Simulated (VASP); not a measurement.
VASP input:

### INCAR
```
SYSTEM = ZrB2
PREC = Accurate
ENCUT = 520
EDIFF = 1E-6
NELM = 100
ALGO = Normal
LREAL = .FALSE.
LASPH = .TRUE.
ISMEAR = 1
SIGMA = 0.1
GGA = PE
LMAXMIX = 4
LWAVE = .FALSE.
LCHARG = .FALSE.
ISIF = 2
```

POSCAR:
```
ZrB2
1
    1.6167126129    -2.8001909532     0.0000000000
    1.6166923865     2.8002114997     0.0000000000
    0.0000000000     0.0000000000     3.6005459270
Zr B
1 2
Direct
  0.0000000000   0.0000000000   0.0000000000
  0.3333330000   0.6666670000   0.5000000000
  0.6666670000   0.3333330000   0.5000000000
```

File KPOINTS:
```
Automatic mesh
0
Gamma
8 8 7
0 0 0
```

POTCAR, in this order: Zr_sv B (PBE.64 set). Program: vasp_std.

**Question.** One choice in this input is risky. Which, and does it do harm here?

**Answer.** The risk: the lattice vectors carry noise near SYMPREC. Here it does no harm: the run (PBE GGA, plane waves, VASP's PBE PAW potentials (set 64)) converges to the same energy and pressure as with the safe setting.
**OSZICAR**
```
       N       E                     dE             d eps       ncg     rms          rms(c)
DAV:   1     0.108768347070E+03    0.10877E+03   -0.97937E+03  1040   0.136E+03
DAV:   2    -0.217220797976E+02   -0.13049E+03   -0.12544E+03  1205   0.329E+02
DAV:   3    -0.273846651596E+02   -0.56626E+01   -0.55839E+01  1727   0.589E+01
DAV:   4    -0.275167699070E+02   -0.13210E+00   -0.13206E+00  1304   0.845E+00
DAV:   5    -0.275192757395E+02   -0.25058E-02   -0.25058E-02  1655   0.102E+00    0.191E+01
DAV:   6    -0.249378923691E+02    0.25814E+01   -0.79667E+00  1270   0.192E+01    0.751E+00
DAV:   7    -0.249132775330E+02    0.24615E-01   -0.80237E-01  1596   0.579E+00    0.279E+00
DAV:   8    -0.249127292610E+02    0.54827E-03   -0.74580E-02  1226   0.251E+00    0.712E-01
DAV:   9    -0.249108557226E+02    0.18735E-02   -0.12856E-02  1379   0.913E-01    0.134E-01
DAV:  10    -0.249108479997E+02    0.77228E-05   -0.81832E-04  1299   0.260E-01    0.382E-02
DAV:  11    -0.249108622866E+02   -0.14287E-04   -0.27766E-05  1413   0.638E-02    0.114E-02
DAV:  12    -0.249108623371E+02   -0.50498E-07   -0.15518E-06   904   0.136E-02
   1 F= -.24910862E+02 E0= -.24910724E+02  d E =-.415939E-03
```

The compound is ZrB2 in the AlB2 type structure. The cell was not relaxed at this level.
